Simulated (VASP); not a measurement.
VASP input:

### KPOINTS
```
Automatic mesh
0
Gamma
12 12 9
0 0 0
```

INCAR:
```
! general
SYSTEM =ZrB2
PREC   =Accurate
ENCUT  =620   ! plane-wave cut-off (eV)
LREAL  =.FALSE.
LASPH  =.TRUE.

! electronic loop
EDIFF  =1E-6   ! SCF stop (eV)
NELM   =100
ALGO   =Normal
LMAXMIX=4   ! l cut-off of mixed one-centre charges

! smearing
ISMEAR =1   ! Methfessel-Paxton
SIGMA  =0.1

! ions
IBRION =2
NSW    =40
ISIF   =3   ! ions, shape and volume
EDIFFG =-0.02   ! ionic stop
PSTRESS=450   ! kbar

! output
LWAVE  =.FALSE.
LCHARG =.FALSE.
```

POSCAR:
```
ZrB2
1
    1.5006369823    -2.5991800635     0.0000000000
    1.5006369823     2.5991800635    -0.0000000000
    0.0000000000    -0.0000000000     3.3338579340
Zr B
1 2
Direct
  1.0000000000   1.0000000000   1.0000000000
  0.3333330000   0.6666670000   0.5000000000
  0.6666670000   0.3333330000   0.5000000000
```

POTCAR, in this order: Zr_sv B (LDA.64 set). Program: vasp_std.

Task: Translate this LDA calculation to Quantum ESPRESSO's pw.x.

Result: One equivalent input (not run):
```
&CONTROL
  calculation = 'vc-relax'
  pseudo_dir = './pseudo'
  outdir = './out'
  tprnfor = .true.
  tstress = .true.
  nstep = 40
  forc_conv_thr = 0.00078
/
&SYSTEM
  ibrav = 0
  nat = 3
  ntyp = 2
  ecutwfc = 76
  occupations = 'smearing'
  smearing = 'methfessel-paxton'
  degauss = 0.00735
  input_dft = 'pz'
/
&ELECTRONS
  conv_thr = 7.3e-08
  electron_maxstep = 100
/
&IONS
/
&CELL
  press = 450
/
ATOMIC_SPECIES
  Zr 91.224 Zr.upf
  B 10.810 B.upf
CELL_PARAMETERS angstrom
     1.5006370   -2.5991801    0.0000000
     1.5006370    2.5991801   -0.0000000
     0.0000000   -0.0000000    3.3338579
ATOMIC_POSITIONS crystal
  Zr   1.0000000  1.0000000  1.0000000
  B    0.3333330  0.6666670  0.5000000
  B    0.6666670  0.3333330  0.5000000
K_POINTS automatic
  12 12 9 0 0 0
```
The two are equivalent in intent, not identical: the potentials are each code's own (VASP's PAW set, PseudoDojo norm-conserving files in pw.x), so ENCUT and ecutwfc are chosen apart and not converted; conv_thr bounds pw.x's estimated SCF error, while EDIFF bounds the energy change between steps; forc_conv_thr acts on force components and is met together with etot_conv_thr.

The compound is ZrB2 in the AlB2 type structure. It was relaxed first under an external pressure of 45 GPa.
